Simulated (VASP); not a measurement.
A convergence study with VASP on HfN (rock salt): one setting is varied, all else stays as given below, so the limit is that of these other settings. Each run relaxes cell and ions from the cell shown.

```xyz
2
Lattice="0.0000 2.2600 2.2600 2.2600 0.0000 2.2600 2.2600 2.2600 0.0000" Properties=species:S:1:pos:R:3 pbc="T T T"
Hf     0.0000     0.0000     0.0000
N      2.2600     2.2600     2.2600
```

The numbers are results of PBEsol GGA, VASP's PBE PAW potentials (set 64) (plane waves; VASP 6.6.1), not measurements. The tightest run used: 700 eV cut-off, 19×19×19 Γ-centred mesh, first-order Methfessel-Paxton smearing of 0.10 eV, potentials Hf_pv N.

```csv
setting,relaxed volume (Å³/atom),E (eV/atom),irreducible k-points
2×2×2 mesh,11.341,-11.4364,3
3×3×3 mesh,11.401,-11.3841,4
4×4×4 mesh,11.326,-11.4966,8
```

These are the cheaper rows. Estimate the results at 19×19×19 mesh, and how far the last row shown lies from them.

| quantity | tightest run | last row shown is off by |
|---|---|---|
| relaxed volume (Å³/atom) | 11.310 | 0.016 |
| E (eV/atom) | -11.5011 | 0.0045 |

Left out are rungs that failed or repeat a setting and relaxations that didn't move; long series are thinned to 24 rows.

The compound is HfN in the rock salt structure. The electron count is odd and the run is not spin-polarised, which forces a metal.
